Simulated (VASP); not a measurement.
# GW on GaN, part 2 of 6

Aim: the quasiparticle gap of GaN, and what it costs to get it. The cell is of the zinc-blende type, one of the forms listed for this formula. The start is a computed cell from the Materials Project.

VASP 6.6.1, plane waves and PAW; the level of theory is named at each step.

So far, gap on the k-mesh (eV): step 3 (empty bands, functional PBE) 1.72.

### Step 4. evGW0

This step: evGW0 on PBE; plane waves and PAW (Ga_d_GW, N_GW) (VASP 6.6.1).

The lowest NBANDSGW levels in G are updated for four passes while W stays fixed, so the result depends less on the starting levels.

INCAR reads:

```
SYSTEM = GaN
PREC = Accurate
ENCUT = 450
ISMEAR = 0
SIGMA = 0.01
LREAL = .FALSE.
GGA = PE
NBANDS = 152
ALGO = EVGW0
NELMGW = 4
ENCUTGW = 200
NOMEGA = 48
PRECFOCK = Fast
NBANDSGW = 24
LWAVE = .FALSE.
LCHARG = .FALSE.
```

POSCAR reads:

```
GaN
1.0
    0.0000000000      2.2535006075      2.2535006075
    2.2535006075      0.0000000000      2.2535006075
    2.2535006075      2.2535006075      0.0000000000
Ga N
1 1
Direct
    0.0000000000      0.0000000000      0.0000000000
    0.7500000000      0.7500000000      0.7500000000
```

KPOINTS reads:

```
Automatic mesh
0
Gamma
6 6 6
0 0 0
```

PAW data sets: Ga_d_GW and N_GW (PBE family, release 64).

Run with:

```bash
> mpirun -np 8 vasp_std
```

The log of the run:

```text
[banner, memory and clock lines left out]
running    8 mpi-ranks, on    1 nodes
 distrk:  each k-point on    8 cores,    1 groups
 distr:  one band on    1 cores,    8 groups

 POSCAR found type information on POSCAR GaN
 POSCAR found :  2 types and       2 ions
 [... a notice as in an earlier step ...]

|                                                                             |
|           W    W    AA    RRRRR   N    N  II  N    N   GGGG   !!!           |
|           W    W   A  A   R    R  NN   N  II  NN   N  G    G  !!!           |
|           W    W  A    A  R    R  N N  N  II  N N  N  G       !!!           |
|           W WW W  AAAAAA  RRRRR   N  N N  II  N  N N  G  GGG   !            |
|           WW  WW  A    A  R   R   N   NN  II  N   NN  G    G                |
|           W    W  A    A  R    R  N    N  II  N    N   GGGG   !!!           |
|                                                                             |
|     The default for ENCUTGWSOFT is different in this version of VASP.       |
|     please manually set ENCUTGWSOFT =200 in the INCAR file.                 |
|                                                                             |

 LDA part: xc-table for (Slater+PW92), standard interpolation
 found WAVECAR, reading the header
 POSCAR, INCAR and KPOINTS ok, starting setup
 FFT: planning ... GRIDC
 FFT: planning ... GRID_SOFT
 FFT: planning ... GRID
 reading WAVECAR
 the WAVECAR file was read successfully
 initial charge from wavefunction
 available memory per node:     91.41 GB, setting MAXMEM to     93605

 The Fermi energy was updated, please check that it is located mid-gap
 values below the HOMO (VB) or above the LUMO (CB) will cause erroneous energies
 E-fermi :   5.9591

 calculate exact exchange contribution
 the WAVEDER file was read successfully
energies w=
    0.000    0.000    0.760    0.000    1.518    0.000    2.269    0.000
    3.011    0.000    3.743    0.000    4.463    0.000    5.170    0.000
    5.864    0.000    6.545    0.000    7.214    0.000    7.872    0.000
    8.521    0.000    9.162    0.000    9.797    0.000   10.429    0.000
   11.059    0.000   11.691    0.000   12.327    0.000   12.970    0.000
   13.624    0.000   14.291    0.000   14.977    0.000   15.685    0.000
   16.419    0.000   17.187    0.000   17.994    0.000   18.848    0.000
   19.758    0.000   20.735    0.000   21.792    0.000   22.945    0.000
   24.215    0.000   25.625    0.000   27.209    0.000   29.008    0.000
   31.077    0.000   33.489    0.000   36.347    0.000   39.796    0.000
   44.047    0.000   49.425    0.000   56.446    0.000   65.999    0.000
   79.733    0.000  101.111    0.000  138.839    0.000  222.853    0.000
 responsefunction array rank=     176
 LDA part: xc-table for (Slater+PW92), standard interpolation

 min. memory requirement per mpi rank    188.7 MB, per node   1509.8 MB

 allocating   6 responsefunctions rank=   176
 shmem allocating  48 responsefunctions rank=   176
 response function shared by NCSHMEM nodes    1
 Doing            6  frequencies on each core in blocks of           48
NQ=   1    0.0000    0.0000    0.0000,
|.........|.........|.........|.........|.........|.........|.........|.........
 performed        672000 updates of chi_q(r,r)
 total number of BLAS operations        153.71 Gflops
NQ=   2    0.1667    0.0000    0.0000,
|.........|.........|.........|.........|.........|.........|.........|.........
 performed       1840000 updates of chi_q(r,r)
 total number of BLAS operations        372.60 Gflops
NQ=   3    0.3333    0.0000    0.0000,
|.........|.........|.........|.........|.........|.........|.........|.........
 performed       3008000 updates of chi_q(r,r)
 total number of BLAS operations        591.49 Gflops
NQ=   4    0.5000    0.0000    0.0000,
|.........|.........|.........|.........|.........|.........|.........|.........
 performed       4001000 updates of chi_q(r,r)
 total number of BLAS operations        784.96 Gflops
NQ=   5    0.1667    0.1667    0.0000,
|.........|.........|.........|.........|.........|.........|.........|.........
 performed       5169000 updates of chi_q(r,r)
 total number of BLAS operations       1003.86 Gflops
NQ=   6    0.3333    0.1667    0.0000,
|.........|.........|.........|.........|.........|.........|.........|.........
 performed       6965000 updates of chi_q(r,r)
 total number of BLAS operations       1327.19 Gflops
NQ=   7    0.5000    0.1667    0.0000,
|.........|.........|.........|.........|.........|.........|.........|.........
 performed       8761000 updates of chi_q(r,r)
 total number of BLAS operations       1633.51 Gflops
NQ=   8   -0.3333    0.1667    0.0000,
|.........|.........|.........|.........|.........|.........|.........|.........
 performed      10557000 updates of chi_q(r,r)
 total number of BLAS operations       1935.65 Gflops
NQ=   9   -0.1667    0.1667    0.0000,
|.........|.........|.........|.........|.........|.........|.........|.........
 performed      12119000 updates of chi_q(r,r)
 total number of BLAS operations       2202.16 Gflops
NQ=  10    0.3333    0.3333    0.0000,
|.........|.........|.........|.........|.........|.........|.........|.........
 performed      13287000 updates of chi_q(r,r)
 total number of BLAS operations       2388.06 Gflops
NQ=  11    0.5000    0.3333    0.0000,
|.........|.........|.........|.........|.........|.........|.........|.........
 performed      15083000 updates of chi_q(r,r)
 total number of BLAS operations       2686.04 Gflops
NQ=  12   -0.3333    0.3333    0.0000,
|.........|.........|.........|.........|.........|.........|.........|.........
 performed      16645000 updates of chi_q(r,r)
 total number of BLAS operations       2938.15 Gflops
NQ=  13    0.5000    0.5000    0.0000,
|.........|.........|.........|.........|.........|.........|.........|.........
 performed      17536000 updates of chi_q(r,r)
 total number of BLAS operations       3098.64 Gflops
NQ=  14    0.5000    0.3333    0.1667,
|.........|.........|.........|.........|.........|.........|.........|.........
 performed      19551000 updates of chi_q(r,r)
 total number of BLAS operations       3447.00 Gflops
NQ=  15   -0.3333    0.3333    0.1667,
|.........|.........|.........|.........|.........|.........|.........|.........
 performed      21449000 updates of chi_q(r,r)
 total number of BLAS operations       3788.73 Gflops
NQ=  16   -0.3333    0.5000    0.1667,
|.........|.........|.........|.........|.........|.........|.........|.........
 performed      23019000 updates of chi_q(r,r)
 total number of BLAS operations       4071.35 Gflops
 resolving degeneracies of screened two electron integrals

[...]
total number of BLAS operations       3788.73 Gflops
NQ=  16   -0.3333    0.5000    0.1667,
|.........|.........|.........|.........|.........|.........|.........|.........
 performed      23019000 updates of chi_q(r,r)
 total number of BLAS operations       4071.35 Gflops
 resolving degeneracies of screened two electron integrals

 calculate QP shifts <psi_nk| G(iteration)W_0 |psi_nk>: iteration 2
 allocating   6 responsefunctions rank=   176
 shmem allocating  48 responsefunctions rank=   176
 response function shared by NCSHMEM nodes    1
 Doing            6  frequencies on each core in blocks of           48
NQ=   1    0.0000    0.0000    0.0000,
|.........|.........|.........|.........|.........|.........|.........|.........
 performed        672000 updates of chi_q(r,r)
 total number of BLAS operations        153.71 Gflops
NQ=   2    0.1667    0.0000    0.0000,
|.........|.........|.........|.........|.........|.........|.........|.........
 performed       1840000 updates of chi_q(r,r)
 total number of BLAS operations        372.60 Gflops
NQ=   3    0.3333    0.0000    0.0000,
|.........|.........|.........|.........|.........|.........|.........|.........
 performed       3008000 updates of chi_q(r,r)
 total number of BLAS operations        591.49 Gflops
NQ=   4    0.5000    0.0000    0.0000,
|.........|.........|.........|.........|.........|.........|.........|.........
 performed       4001000 updates of chi_q(r,r)
 total number of BLAS operations        784.96 Gflops
NQ=   5    0.1667    0.1667    0.0000,
|.........|.........|.........|.........|.........|.........|.........|.........
 performed       5169000 updates of chi_q(r,r)
 total number of BLAS operations       1003.86 Gflops
NQ=   6    0.3333    0.1667    0.0000,
|.........|.........|.........|.........|.........|.........|.........|.........
 performed       6965000 updates of chi_q(r,r)
 total number of BLAS operations       1327.19 Gflops
NQ=   7    0.5000    0.1667    0.0000,
|.........|.........|.........|.........|.........|.........|.........|.........
 performed       8761000 updates of chi_q(r,r)
 total number of BLAS operations       1633.51 Gflops
NQ=   8   -0.3333    0.1667    0.0000,
|.........|.........|.........|.........|.........|.........|.........|.........
 performed      10557000 updates of chi_q(r,r)
 total number of BLAS operations       1935.65 Gflops
NQ=   9   -0.1667    0.1667    0.0000,
|.........|.........|.........|.........|.........|.........|.........|.........
 performed      12119000 updates of chi_q(r,r)
 total number of BLAS operations       2202.16 Gflops
NQ=  10    0.3333    0.3333    0.0000,
|.........|.........|.........|.........|.........|.........|.........|.........
 performed      13287000 updates of chi_q(r,r)
 total number of BLAS operations       2388.06 Gflops
NQ=  11    0.5000    0.3333    0.0000,
|.........|.........|.........|.........|.........|.........|.........|.........
 performed      15083000 updates of chi_q(r,r)
 total number of BLAS operations       2686.04 Gflops
NQ=  12   -0.3333    0.3333    0.0000,
|.........|.........|.........|.........|.........|.........|.........|.........
 performed      16645000 updates of chi_q(r,r)
 total number of BLAS operations       2938.15 Gflops
NQ=  13    0.5000    0.5000    0.0000,
|.........|.........|.........|.........|.........|.........|.........|.........
 performed      17536000 updates of chi_q(r,r)
 total number of BLAS operations       3098.64 Gflops
NQ=  14    0.5000    0.3333    0.1667,
|.........|.........|.........|.........|.........|.........|.........|.........
 performed      19551000 updates of chi_q(r,r)
 total number of BLAS operations       3447.00 Gflops
NQ=  15   -0.3333    0.3333    0.1667,
|.........|.........|.........|.........|.........|.........|.........|.........
 performed      21449000 updates of chi_q(r,r)
 total number of BLAS operations       3788.73 Gflops
NQ=  16   -0.3333    0.5000    0.1667,
|.........|.........|.........|.........|.........|.........|.........|.........
 performed      23019000 updates of chi_q(r,r)
 total number of BLAS operations       4071.35 Gflops
 resolving degeneracies of screened two electron integrals

 calculate QP shifts <psi_nk| G(iteration)W_0 |psi_nk>: iteration 3
 allocating   6 responsefunctions rank=   176
 shmem allocating  48 responsefunctions rank=   176
 response function shared by NCSHMEM nodes    1
 Doing            6  frequencies on each core in blocks of           48
NQ=   1    0.0000    0.0000    0.0000,
|.........|.........|.........|.........|.........|.........|.........|.........
 performed        672000 updates of chi_q(r,r)
 total number of BLAS operations        153.71 Gflops
NQ=   2    0.1667    0.0000    0.0000,
|.........|.........|.........|.........|.........|.........|.........|.........
 performed       1840000 updates of chi_q(r,r)
 total number of BLAS operations        372.60 Gflops
NQ=   3    0.3333    0.0000    0.0000,
|.........|.........|.........|.........|.........|.........|.........|.........
 performed       3008000 updates of chi_q(r,r)
 total number of BLAS operations        591.49 Gflops
NQ=   4    0.5000    0.0000    0.0000,
|.........|.........|.........|.........|.........|.........|.........|.........
 performed       4001000 updates of chi_q(r,r)
 total number of BLAS operations        784.96 Gflops
NQ=   5    0.1667    0.1667    0.0000,
|.........|.........|.........|.........|.........|.........|.........|.........
 performed       5169000 updates of chi_q(r,r)
 total number of BLAS operations       1003.86 Gflops
NQ=   6    0.3333    0.1667    0.0000,
|.........|.........|.........|.........|.........|.........|.........|.........
 performed       6965000 updates of chi_q(r,r)
 total number of BLAS operations       1327.19 Gflops
NQ=   7    0.5000    0.1667    0.0000,
|.........|.........|.........|.........|.........|.........|.........|.........
 performed       8761000 updates of chi_q(r,r)
 total number of BLAS operations       1633.51 Gflops
NQ=   8   -0.3333    0.1667    0.0000,
|.........|.........|.........|.........|.........|.........|.........|.........
 performed      10557000 updates of chi_q(r,r)
 total number of BLAS operations       1935.65 Gflops
NQ=   9   -0.1667    0.1667    0.0000,
|.........|.........|.........|.........|.........|.........|.........|.........
 performed      12119000 updates of chi_q(r,r)
 total number of BLAS operations       2202.16 Gflops
NQ=  10    0.3333    0.3333    0.0000,
|.........|.........|.........|.........|.........|.........|.........|.........
 performed      13287000 updates of chi_q(r,r)
 total number of BLAS operations       2388.06 Gflops
NQ=  11    0.5000    0.3333    0.0000,
|.........|.........|.........|.........|.........|.........|.........|.........
 performed      15083000 updates of chi_q(r,r)
 total number of BLAS operations       2686.04 Gflops
NQ=  12   -0.3333    0.3333    0.0000,
|.........|.........|.........|.........|.........|.........|.........|.........
 performed      16645000 updates of chi_q(r,r)
 total number of BLAS operations       2938.15 Gflops
NQ=  13    0.5000    0.5000    0.0000,
|.........|.........|.........|.........|.........|.........|.........|.........
 performed      17536000 updates of chi_q(r,r)
 total number of BLAS operations       3098.64 Gflops
NQ=  14    0.5000    0.3333    0.1667,
|.........|.........|.........|.........|.........|.........|.........|.........
 performed      19551000 updates of chi_q(r,r)
 total number of BLAS operations       3447.00 Gflops
NQ=  15   -0.3333    0.3333    0.1667,
|.........|.........|.........|.........|.........|.........|.........|.........
 performed      21449000 updates of chi_q(r,r)
 total number of BLAS operations       3788.73 Gflops
NQ=  16   -0.3333    0.5000    0.1667,
|.........|.........|.........|.........|.........|.........|.........|.........
 performed      23019000 updates of chi_q(r,r)
 total number of BLAS operations       4071.35 Gflops
 resolving degeneracies of screened two electron integrals

 calculate QP shifts <psi_nk| G(iteration)W_0 |psi_nk>: iteration 4
 entering main loop
```

Elapsed: 11 min, on 8 MPI ranks of AMD EPYC 7R43, shared host; peak memory 1.6 GiB; 85 min of CPU time.

[end of part 2 of 6]

[Lines on the potential files, build, host, timing and source positions are cut from VASP's logs without a mark.]

[Logs are printed without paths, hosts, clocks, repeated set-up lines and the standing remarks that a program may print on its own settings, such as how far it seeks lower states.]

[Hosts, paths, dates, database ids (printed as entryN), source tags and the programs' standing remarks are cut or masked in the printed files.]

[Pressures printed for these runs are not shown converged in the cutoff: they can be off by several GPa and have the wrong sign.]
